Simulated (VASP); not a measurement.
# BAs: input slips in a band-gap run and what they do, part 2 of 2

Aim: see how common mistakes in a band-structure run show up, on BAs. The starting structure is a measured crystal structure from the Crystallography Open Database. Cell and atoms stay as given unless a step says otherwise.

VASP 6.6.1.

Results so far: reference 1.125 eV; one electron missing no gap to read.

### 5. Bands with no empty bands

Level of this step: LDA; plane waves and PAW (As, B) (VASP).

A slip made on purpose: no empty bands. Against step 2 the input has NBANDS = 4 and no band path (also changed: NELM).

Contents of INCAR:

```
SYSTEM = BAs
PREC = Accurate
ENCUT = 370
EDIFF = 1E-06
NELM = 60
ISMEAR = 0
SIGMA = 0.03
LREAL = .FALSE.
ALGO = Normal
GGA = CA
NBANDS = 4
LORBIT = 11
LWAVE = .FALSE.
LCHARG = .FALSE.
KPAR = 4
```

Contents of POSCAR:

```
BAs
1.0
    0.0000000000      2.3885000000      2.3885000000
    2.3885000000      0.0000000000      2.3885000000
    2.3885000000      2.3885000000      0.0000000000
As B
1 1
Direct
    0.7500000000      0.7500000000      0.7500000000
    0.0000000000      0.0000000000      0.0000000000
```

Contents of KPOINTS:

```
Automatic mesh
0
Gamma
8 8 8
0 0 0
```

PAW data sets: As and B (LDA family, release 64).

Started as:

```console
> mpirun -np 4 vasp_std
```

The log of the run:

```text
[... set-up lines as in an earlier step ...]
 entering main loop
       N       E                     dE             d eps       ncg     rms          rms(c)
DAV:   1     0.285068933329E+02    0.28507E+02   -0.30568E+03   232   0.135E+03
DAV:   2    -0.117911013910E+02   -0.40298E+02   -0.40298E+02   344   0.213E+02
DAV:   3    -0.136032704685E+02   -0.18122E+01   -0.18122E+01   276   0.494E+01
DAV:   4    -0.136395148370E+02   -0.36244E-01   -0.36244E-01   280   0.602E+00
[...]
DAV:  10    -0.129176610463E+02   -0.11617E-04   -0.28985E-04   268   0.171E-01    0.259E-02
DAV:  11    -0.129176494126E+02    0.11634E-04   -0.75463E-05   268   0.945E-02    0.128E-02
DAV:  12    -0.129176493336E+02    0.79012E-07   -0.15693E-06   116   0.207E-02
 -----------------------------------------------------------------------------
|                                                                             |
|           W    W    AA    RRRRR   N    N  II  N    N   GGGG   !!!           |
|           W    W   A  A   R    R  NN   N  II  NN   N  G    G  !!!           |
|           W    W  A    A  R    R  N N  N  II  N N  N  G       !!!           |
|           W WW W  AAAAAA  RRRRR   N  N N  II  N  N N  G  GGG   !            |
|           WW  WW  A    A  R   R   N   NN  II  N   NN  G    G                |
|           W    W  A    A  R    R  N    N  II  N    N   GGGG   !!!           |
|                                                                             |
|     Your highest band is occupied at some k-points! Unless you are          |
|     performing a calculation for an insulator or semiconductor, without     |
|     unoccupied bands, you have included TOO FEW BANDS!! Please increase     |
|     the parameter NBANDS in file INCAR to ensure that the highest band      |
|     is unoccupied at all k-points. It is always recommended to include      |
|     a few unoccupied bands to accelerate the convergence of                 |
|     molecular-dynamics runs (even for insulators or semiconductors),        |
|     since the presence of unoccupied bands improves wavefunction            |
|     prediction and helps to suppress 'band-crossings'.                      |
|                                                                             |
 -----------------------------------------------------------------------------

   1 F= -.12917649E+02 E0= -.12917649E+02  d E =-.120261E-14
```

Wall time 2.6 s (4 MPI ranks of Intel Xeon Platinum 8375C at 2.90GHz (Ice Lake), shared host); peak memory 0.44 GiB; 3.9 s of CPU time.

OUTCAR, selected parts (step 5):

```text
  Total       -0.5355438     -0.5355438     -0.5355438      0.0000000      0.0000000      0.0000000
  in kB      -31.4847214    -31.4847214    -31.4847214      0.0000000      0.0000000      0.0000000
  external PRESSURE =     -31.4847214 kB  Pullay stress =       0.0000000 kB

  FREE ENERGIE OF THE ION-ELECTRON SYSTEM (eV)
  ---------------------------------------------------
  free  energy   TOTEN  =       -12.9176493336 eV

  energy  without entropy=      -12.9176493336  energy(sigma->0) =      -12.91764933

[... 2 parts as in an earlier step ...]

[... 2 further parts left out ...]
[key lines of the parts left out:]
E-fermi :   6.3083
```

The run converges, yet it holds no empty band, so no gap can be read from it.

### 6. Bands with a k mesh far too coarse and no band path

A slip made on purpose: a k mesh far too coarse and no band path. Against step 2 the input has a 3×3×3 mesh and no band path (also changed: NELM, NBANDS, KPAR and NCORE).

Edit INCAR of step 5 so:

```diff
@@ -10,3 +10,3 @@
 GGA = CA
-NBANDS = 4
+NBANDS = 10
 LORBIT = 11
@@ -14,2 +14,3 @@
 LCHARG = .FALSE.
-KPAR = 4
+KPAR = 2
+NCORE = 2
```

POSCAR is that of step 5.

Contents of KPOINTS:

```
Automatic mesh
0
Gamma
3 3 3
0 0 0
```

Started as:

```console
> mpirun -np 4 vasp_std
```

The log of the run:

```text
[banner, memory and clock lines left out]
running    4 mpi-ranks, on    1 nodes
[...]
LDA part: xc-table for (Slater(with rela. corr.)+CA(PZ))
 , standard interpolation
 POSCAR, INCAR and KPOINTS ok, starting setup
[...]
entering main loop
       N       E                     dE             d eps       ncg     rms          rms(c)
DAV:   1     0.787956268892E+01    0.78796E+01   -0.32549E+03    80   0.550E+02
DAV:   2    -0.125484428021E+02   -0.20428E+02   -0.20105E+02   122   0.919E+01
DAV:   3    -0.131193392632E+02   -0.57090E+00   -0.57017E+00    88   0.154E+01
DAV:   4    -0.131208478208E+02   -0.15086E-02   -0.15085E-02    98   0.987E-01
[...]
DAV:  10    -0.122778466416E+02   -0.27988E-04   -0.98237E-05    82   0.613E-02    0.154E-02
DAV:  11    -0.122778496695E+02   -0.30279E-05   -0.37967E-06    94   0.117E-02    0.155E-02
DAV:  12    -0.122778493647E+02    0.30484E-06   -0.11299E-06    48   0.527E-03
   1 F= -.12277849E+02 E0= -.12277849E+02  d E =-.411256E-18
```

The job ended after 2.2 s (4 MPI ranks; peak memory 0.41 GiB).

OUTCAR, selected parts (step 6):

```text
  Total       -0.1570564     -0.1570564     -0.1570564      0.0000000     -0.0000000      0.0000000
  in kB       -9.2333724     -9.2333724     -9.2333724      0.0000000     -0.0000000      0.0000000
  external PRESSURE =      -9.2333724 kB  Pullay stress =       0.0000000 kB

  FREE ENERGIE OF THE ION-ELECTRON SYSTEM (eV)
  ---------------------------------------------------
  free  energy   TOTEN  =       -12.2778493647 eV

  energy  without entropy=      -12.2778493647  energy(sigma->0) =      -12.27784936

[... 2 parts as in an earlier step ...]

[... 2 further parts left out ...]
[key lines of the parts left out:]
E-fermi :   6.4450
```

With a k mesh far too coarse and no band path the gap is 1.164 eV, +0.039 eV from the reference, read on the mesh alone.

### 7. All runs side by side

| run | ended | gap (eV) | change (eV) | core minutes |
| --- | --- | --- | --- | --- |
| reference | converged | 1.125 | - | 0.387 |
| one electron missing | converged | none | - | 0.307 |
| a hybrid's name typed into the meta-GGA tag | stopped by VASP | - | - | 0.307 |
| no empty bands | converged | - | - | 0.173 |
| a k mesh far too coarse and no band path | converged | 1.164 | 0.039 | 0.147 |

Core minutes are wall time times ranks of the run shown, on a shared host.

### 8. Outcome

```yaml
reference_gap: 1.125 eV
gap_with_one_electron_missing: none to read from the occupations
gap_with_a_k_mesh_far_too_coarse_and_no_band_path: 1.164 eV
run_with_a_hybrid_s_name_typed_into_the_meta_gga_tag: stopped by VASP
run_with_no_empty_bands: converged
```

In words: VASP stopped by itself in the run with a hybrid's name typed into the meta-GGA tag. The run without empty bands converged, and still can't show a gap. Finished, but with signs in the output that stand out against the reference: one electron missing, with no gap to read, since by its occupations the run counts as a metal (its levels may still leave one) (signs: a warning on the charge density and a stress of up to 61.2 GPa); a k mesh far too coarse and no band path, with the gap changed by +0.04 eV (signs: a stress that differs by up to 2.2 GPa). Further runs on this material are not shown.

[Lines on the potential files, build, host, timing and source positions are cut from VASP's logs without a mark.]

[Logs are printed without paths, hosts, clocks, repeated set-up lines and the standing remarks that a program may print on its own settings, such as how far it seeks lower states.]

[Hosts, paths, dates, database ids (printed as entryN), source tags and the programs' standing remarks are cut or masked in the printed files.]
